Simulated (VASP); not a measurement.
# MgO (Periclase) (Fm-3m) in VASP: notebook, part 3 of 3

VASP 6.6.1. The steps go on from the part before.

**4. Relaxation of the atoms, LDA (a relaxed cell with its volume scaled by 0.94)**

File INCAR:

```
  PREC = Accurate
  ENCUT = 600
  EDIFF = 1E-7
  ISMEAR = 0
  SIGMA = 0.03
  LREAL = F
  LASPH = T
  NELM = 80
  ALGO = Normal
  ISIF = 2
  LWAVE = F
  LCHARG = F
  GGA = CA
  IBRION = 2
  NSW = 40
  EDIFFG = -0.01
```

File KPOINTS:

```
regular mesh
0
Gamma
  12 12 12
```

File POSCAR:

```
MgO                                     
1.0
    0.0000000000      2.0293453610      2.0293453610
    2.0293453610      0.0000000000      2.0293453610
    2.0293453610      2.0293453610      0.0000000000
  Mg              O             
     1     1
Direct
     0.0000000000000000    0.0000000000000000    0.0000000000000000
     0.5000000000000000    0.5000000000000000    0.5000000000000000
```

On the command line:

```sh
$ cat potpaw_LDA.64/Mg/POTCAR potpaw_LDA.64/O/POTCAR > POTCAR
$ mpirun -np 1 vasp_std > vasp.out
```

It took 17 s on 1 thread of AMD EPYC 7R43 (Zen 3), shared host; peak memory 0.1 GiB.

Results (log left out):

| Item | Value |
| --- | --- |
| Free energy | -13.4054 eV |
| Pressure after relaxing | 12.7 GPa |
| Band gap on the k mesh | 5.82 eV, direct |

Final structure:
```
Mg O
1.0
     0.00000    2.02935    2.02935
     2.02935    0.00000    2.02935
     2.02935    2.02935    0.00000
Mg O
1 1
Direct
  0.00000 0.00000 0.00000
  0.50000 0.50000 0.50000
```

Levels at points of the mesh, in eV from the valence-band top:
```csv
k point,band 1,band 2,band 3,band 4,band 5,band 6,band 7,band 8
"(0.00, 0.00, 0.00)",-17.62,0.00,0.00,0.00,5.82,16.13,16.13,16.13
"(0.50, 0.00, 0.00)",-15.96,-5.22,-0.81,-0.81,8.45,13.68,17.16,17.16
"(0.50, 0.50, 0.00)",-15.65,-4.63,-1.54,-1.54,8.97,10.96,14.11,20.38
```

Caveat: the relaxation stopped at its first step, so nothing moved. A k mesh can miss the band edges.

**5. Relaxation of the atoms, LDA (a relaxed cell with its volume scaled by 0.96)**

INCAR is that of step 4.

KPOINTS is that of step 4.

File POSCAR:

```
MgO                                     
1.0
    0.0000000000      2.0436369963      2.0436369963
    2.0436369963      0.0000000000      2.0436369963
    2.0436369963      2.0436369963      0.0000000000
  Mg              O             
     1     1
Direct
     0.0000000000000000    0.0000000000000000    0.0000000000000000
     0.5000000000000000    0.5000000000000000    0.5000000000000000
```

On the command line:

```sh
$ cat potpaw_LDA.64/Mg/POTCAR potpaw_LDA.64/O/POTCAR > POTCAR
$ mpirun -np 1 vasp_std > vasp.out
```

It took 21 s on 1 thread of AMD EPYC 7R43 (Zen 3), shared host; peak memory 0.1 GiB.

It converged, with:

* Free energy: -13.4294 eV
* Pressure after relaxing: 8.1 GPa
* Band gap on the k mesh: 5.59 eV, direct

Final structure:
```
CELL_PARAMETERS angstrom
0.00000 2.04364 2.04364
2.04364 0.00000 2.04364
2.04364 2.04364 0.00000
ATOMIC_POSITIONS crystal
Mg 0.00000 0.00000 0.00000
O 0.50000 0.50000 0.50000
```

Levels at points of the mesh, in eV from the valence-band top:
```
           k point  band 1  band 2  band 3  band 4  band 5  band 6  band 7  band 8
(0.00, 0.00, 0.00)  -17.50    0.00    0.00    0.00    5.59   16.01   16.01   16.01
(0.50, 0.00, 0.00)  -15.90   -5.12   -0.78   -0.78    8.31   13.43   16.94   16.94
(0.50, 0.50, 0.00)  -15.60   -4.54   -1.50   -1.50    8.96   10.71   13.87   20.03
```

Caveat: the relaxation stopped at its first step, so nothing moved.

**6. Relaxation of the atoms, LDA (a relaxed cell with its volume scaled by 0.98)**

INCAR is that of step 5.

KPOINTS is that of step 5.

File POSCAR:

```
MgO                                     
1.0
    0.0000000000      2.0577314900      2.0577314900
    2.0577314900      0.0000000000      2.0577314900
    2.0577314900      2.0577314900      0.0000000000
  Mg              O             
     1     1
Direct
     0.0000000000000000    0.0000000000000000    0.0000000000000000
     0.5000000000000000    0.5000000000000000    0.5000000000000000
```

Potentials or basis: VASP PAW LDA potentials, release 64 (Mg, O).

On the command line:

```sh
$ cat potpaw_LDA.64/Mg/POTCAR potpaw_LDA.64/O/POTCAR > POTCAR
$ mpirun -np 1 vasp_std > vasp.out
```

OUTCAR:

```text
PREC = Accurate
   ENCUT = 600
   EDIFF = 1E-7
   ISMEAR = 0
   LREAL = F
   LASPH = T
   NELM = 80
   ISIF = 2
   GGA = CA
   IBRION = 2
   NSW = 40
   EDIFFG = -0.01

 ion  position               nearest neighbor table
   1  0.000  0.000  0.000-   2 2.06   2 2.06   2 2.06   2 2.06   2 2.06   2 2.06
   2  0.500  0.500  0.500-   1 2.06   1 2.06   1 2.06   1 2.06   1 2.06   1 2.06

  LATTYP: Found a face centered cubic cell.
 ALAT       =     4.1154629800

  Lattice vectors:

[... 454 lines left out ...]

  FORCE on cell =-STRESS in cart. coord.  units (eV):
  Direction    XX          YY          ZZ          XY          YZ          ZX
  --------------------------------------------------------------------------------------
  -------------------------------------------------------------------------------------
  Total        0.4203553      0.4203553      0.4203553     -0.0000000      0.0000000      0.0000000
  in kB       38.6483543     38.6483543     38.6483543     -0.0000000      0.0000000      0.0000000
  external PRESSURE =      38.6483543 kB  Pullay stress =       0.0000000 kB

 VOLUME and BASIS-vectors are now :
 -----------------------------------------------------------------------------
  energy-cutoff  :      600.00
  volume of cell :       17.43
      direct lattice vectors                 reciprocal lattice vectors
     0.000000000  2.057731490  2.057731490    -0.242986027  0.242986027  0.242986027
     2.057731490  0.000000000  2.057731490     0.242986027 -0.242986027  0.242986027
     2.057731490  2.057731490  0.000000000     0.242986027  0.242986027 -0.242986027

 POSITION                                       TOTAL-FORCE (eV/Angst)
 -----------------------------------------------------------------------------------
      0.00000      0.00000      0.00000        -0.000000     -0.000000      0.000000
      2.05773      2.05773      2.05773         0.000000      0.000000     -0.000000
 -----------------------------------------------------------------------------------
    total drift:                               -0.000000     -0.000000      0.000000

  FREE ENERGIE OF THE ION-ELECTRON SYSTEM (eV)
  ---------------------------------------------------
  free  energy   TOTEN  =       -13.4435998173 eV

  energy  without entropy=      -13.4435998173  energy(sigma->0) =      -13.44359982

 reached required accuracy - stopping structural energy minimisation
```

CONTCAR:

```text
MgO
   1.00000000000000
     0.0000000000000000    2.0577314900000001    2.0577314900000001
     2.0577314900000001    0.0000000000000000    2.0577314900000001
     2.0577314900000001    2.0577314900000001    0.0000000000000000
  Mg              O
     1     1
Direct
     0.0000000000000000    0.0000000000000000    0.0000000000000000
     0.5000000000000000    0.5000000000000000    0.5000000000000000

  0.00000000E+00  0.00000000E+00  0.00000000E+00
  0.00000000E+00  0.00000000E+00  0.00000000E+00
```

It took 19 s on 1 thread of AMD EPYC 7R43 (Zen 3), shared host; peak memory 0.1 GiB.

What came out:

| Property | Result |
| --- | --- |
| Free energy | -13.4436 eV |
| Pressure after relaxing | 3.9 GPa |
| Band gap on the k mesh | 5.37 eV, direct |

Final structure:
```
CELL_PARAMETERS angstrom
0.00000 2.05773 2.05773
2.05773 0.00000 2.05773
2.05773 2.05773 0.00000
ATOMIC_POSITIONS crystal
Mg 0.00000 0.00000 0.00000
O 0.50000 0.50000 0.50000
```

Levels at points of the mesh, in eV from the valence-band top:
```
           k point  band 1  band 2  band 3  band 4  band 5  band 6  band 7  band 8
(0.00, 0.00, 0.00)  -17.38    0.00    0.00    0.00    5.37   15.90   15.90   15.90
(0.50, 0.00, 0.00)  -15.84   -5.02   -0.75   -0.75    8.18   13.19   16.72   16.72
(0.50, 0.50, 0.00)  -15.54   -4.45   -1.47   -1.47    8.95   10.48   13.64   19.71
```

Caveat: the relaxation stopped at its first step, so nothing moved.

**7. Summary**

```csv
task,cell,gap on the mesh (eV),pressure (GPa)
relaxation of cell and atoms,relaxed,5.16,0.1
relaxation of the atoms,atoms relaxed from: a relaxed cell with its volume scaled by 0.94,5.82,12.7
relaxation of the atoms,atoms relaxed from: a relaxed cell with its volume scaled by 0.96,5.59,8.1
relaxation of the atoms,atoms relaxed from: a relaxed cell with its volume scaled by 0.98,5.37,3.9
```

Alike in all rows: level LDA; potentials or basis VASP PAW LDA potentials, release 64 (Mg, O); no spin polarisation; k mesh 12 × 12 × 12; cutoff (eV) 600; smearing gaussian 0.03 eV.

Caveats: the relaxation stopped at its first step, so nothing moved.

Absolute energies hang on the potentials; compare differences alone.
